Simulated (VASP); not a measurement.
Wanted: the native input for a VASP 6.6.1 run.

```
Task                   : relaxation of cell and atoms
Functional             : PBE
Potentials or basis    : VASP PAW PBE potentials, release 64 (Al, Ga_d, N)
Cutoff                 : 520 eV
k mesh                 : 12 × 12 × 4
Occupations            : gaussian, width 0.1 eV
Spin                   : no spin polarisation
Further INCAR settings : ALGO = Normal; EDIFF = 1e-07; IBRION = 2; POTIM = 0.3; EDIFFG = -0.005; NSW = 60; ISIF = 3
```

The structure of AlGa3N2 lies in POSCAR:

```
AlGa3N2                                 
1.0
    3.1735444886      0.0000000001     -0.0000000000
   -1.5867722391      2.7483701451     -0.0000000000
    0.0000000000     -0.0000000000      9.4653004393
  Al              Ga              N             
     1     3     2
Direct
     0.0000000000000000    0.0000000000000000    0.0000000000000000
     0.6666666699999979    0.3333333300000021    0.7069107890678028
     0.3333333300000021    0.6666666699999979    0.2930892109321973
     0.0000000000000000    0.0000000000000000    0.5000000000000000
     0.6666666699999979    0.3333333300000021    0.8973373198644089
     0.3333333300000021    0.6666666699999979    0.1026626801355909
```

The cell was built by a generator and needn't be a form met in nature.

These files were run (other wordings do the same):

INCAR

```
PREC     = Accurate       # precision mode
ENCUT    = 520            # plane-wave cutoff, eV
EDIFF    = 1E-7           # SCF threshold, eV
ISMEAR   = 0              # smearing method
SIGMA    = 0.1            # smearing width, eV
LREAL    = False          # projectors in reciprocal space
LASPH    = True           # aspherical terms in the spheres
NELM     = 120            # most SCF steps
ALGO     = Normal         # electronic algorithm
ISIF     = 3              # what is computed and relaxed
LWAVE    = False          # write WAVECAR
LCHARG   = False          # write CHGCAR
GGA      = PE             # functional
IBRION   = 2              # ionic algorithm
NSW      = 60             # ionic steps
EDIFFG   = -0.005         # ionic threshold
POTIM    = 0.3            # step
KPAR     = 4
```

KPOINTS

```
Automatic mesh
0
Gamma
  12 12 4
```

Potentials or basis: VASP PAW PBE potentials, release 64 (Al, Ga_d, N).

The run is started by

```bash
$ cat potpaw_PBE.64/Al/POTCAR potpaw_PBE.64/Ga_d/POTCAR potpaw_PBE.64/N/POTCAR > POTCAR
$ mpirun -np 4 vasp_std > vasp.out
```

Results of the run:

```
Relaxed volume                         : 13.76 Å³/atom
Relaxed cell                           : a = 3.173 Å, b = 3.173 Å, c = 9.473 Å, α = 90.00°, β = 90.00°, γ = 120.00°
Space group after relaxing (to 0.05 Å) : P-3m1 (No. 164)
Energy gained by relaxing              : 0.0 meV/atom
Ionic steps                            : 6
Pressure after relaxing                : 0.0 GPa
Largest force after relaxing           : 0.004 eV/Å
Band gap on the k mesh                 : none (metal or under the smearing width)
```

Wall time 98 s on 4 MPI ranks on AMD EPYC 9R45 (Zen 5) (shared host), peak memory 0.28 GiB a rank.
